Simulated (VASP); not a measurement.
Input:

```
CSi
1.0
    1.57080    -2.72071     0.00000
    1.57080     2.72071     0.00000
    0.00000     0.00000     5.15100
Si C
2 2
Direct
  0.66667   0.33333   0.50000
  0.33333   0.66667   0.00000
  0.66667   0.33333   0.87500
  0.33333   0.66667   0.37500
```

Computed with PBE GGA, VASP's PBE PAW potentials (set 64) (plane waves; VASP). Run with 520 eV cut-off, 2×2×1 Γ-centred mesh, Gaussian smearing of 0.050 eV, potentials Si C.

Question: Predict the energy per atom (σ→0), pressure.

Answer: 
```
Item                           Result
---------------------  --------------
energy per atom (σ→0)  -7107 meV/atom
pressure                    -9.11 GPa
```

Only differences to runs with the same potentials and settings are physical.

The compound is SiC in the wurtzite structure, the rare 2H polytype. The cell was not relaxed at this level. The k-mesh is coarse (spacing up to 1.22 per Å, 2π included), so the numbers may not be converged in it. The run is one of a series of settings (KPOINTS 2×2×1 Γ-centred mesh against the base run), some of them coarse on purpose.
